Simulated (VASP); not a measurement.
Output of a VASP run:

File OSZICAR:
```
       N       E                     dE             d eps       ncg     rms          rms(c)
DAV:   1     0.308923467089E+03    0.30892E+03   -0.15016E+04   720   0.176E+03
DAV:   2     0.169643791228E+02   -0.29196E+03   -0.27995E+03   800   0.447E+02
DAV:   3    -0.937300409573E+01   -0.26337E+02   -0.25982E+02   826   0.151E+02
DAV:   4    -0.102598103156E+02   -0.88681E+00   -0.88554E+00   782   0.284E+01
DAV:   5    -0.102898265766E+02   -0.30016E-01   -0.30015E-01   862   0.521E+00    0.798E+00
DAV:   6    -0.832045696816E+01    0.19694E+01   -0.10647E+01   944   0.270E+01    0.279E+00
DAV:   7    -0.829790393716E+01    0.22553E-01   -0.48178E-01   732   0.473E+00    0.155E+00
DAV:   8    -0.827837919105E+01    0.19525E-01   -0.11061E-01   734   0.395E+00    0.484E-01
DAV:   9    -0.827571035003E+01    0.26688E-02   -0.20201E-02   802   0.107E+00    0.975E-02
DAV:  10    -0.827600520445E+01   -0.29485E-03   -0.11200E-03   724   0.431E-01    0.266E-02
DAV:  11    -0.827597678851E+01    0.28416E-04   -0.94376E-05   880   0.104E-01    0.111E-02
DAV:  12    -0.827597601769E+01    0.77083E-06   -0.36421E-05   872   0.668E-02    0.721E-03
DAV:  13    -0.827597476633E+01    0.12514E-05   -0.59862E-06   890   0.269E-02    0.895E-04
DAV:  14    -0.827597475998E+01    0.63496E-08   -0.31823E-07   736   0.561E-03
   1 F= -.82759748E+01 E0= -.82759748E+01  d E =-.186177E-19
```

OUTCAR:
```
------------------------ aborting loop because EDIFF is reached ----------------------------------------
  FORCE on cell =-STRESS in cart. coord.  units (eV):
  Direction    XX          YY          ZZ          XY          YZ          ZX
  --------------------------------------------------------------------------------------
  Total       -0.6520512     -0.6520512     -0.6520512     -0.0000000      0.0000000      0.0000000
  in kB      -19.3602499    -19.3602499    -19.3602499     -0.0000000      0.0000000      0.0000000
  external PRESSURE =     -19.3602499 kB  Pullay stress =       0.0000000 kB
  volume of cell :       53.96
      direct lattice vectors                 reciprocal lattice vectors
     0.000000000  2.999280698  2.999280698    -0.166706637  0.166706637  0.166706637
     2.999280698  0.000000000  2.999280698     0.166706637 -0.166706637  0.166706637
     2.999280698  2.999280698  0.000000000     0.166706637  0.166706637 -0.166706637
 POSITION                                       TOTAL-FORCE (eV/Angst)
 -----------------------------------------------------------------------------------
      0.00000      0.00000      0.00000        -0.000000      0.000000     -0.000000
      1.49964      1.49964      1.49964         0.000000      0.000000      0.000000
      4.49892      4.49892      4.49892        -0.000000     -0.000000     -0.000000
 -----------------------------------------------------------------------------------
    total drift:                                0.000000     -0.000000      0.000000
  FREE ENERGIE OF THE ION-ELECTRON SYSTEM (eV)
  ---------------------------------------------------
  free  energy   TOTEN  =        -8.2759747600 eV

  energy  without entropy=       -8.2759747600  energy(sigma->0) =       -8.27597476
```
(Selected blocks of OUTCAR.)

### POSCAR
```
PbF2
1
    0.0000000000     2.9992806976     2.9992806976
    2.9992806976     0.0000000000     2.9992806976
    2.9992806976     2.9992806976     0.0000000000
Pb F
1 2
Direct
  0.0000000000   0.0000000000   0.0000000000
  0.2500000000   0.2500000000   0.2500000000
  0.7500000000   0.7500000000   0.7500000000
```

Question: Reconstruct the remaining input files.

Answer: One answer among several that fit: the input of the run itself, rev-vdW-DF2, plane waves, VASP's PBE PAW potentials (set 64).

KPOINTS:
```
Automatic mesh
0
gamma
  7 7 7
```

### INCAR
```
SYSTEM = PbF2
PREC = Accurate; ENCUT = 520; LREAL = F
LASPH = T
EDIFF = 1E-7; NELM = 100; ALGO = Normal
LMAXMIX = 4
ISMEAR = 0; SIGMA = 0.05
GGA = MK; LUSE_VDW = T; AGGAC = 0.0
PARAM1 = 0.1234568; PARAM2 = 0.7114; ZAB_VDW = -1.8867
ISIF = 2
LWAVE = F; LCHARG = F
```

POTCAR, in this order: Pb_d F (PBE.64 set). Program: vasp_std.

The compound is PbF2 in the fluorite structure, the β form. This cell is one point of a volume scan, at 1.03 of the reference volume.
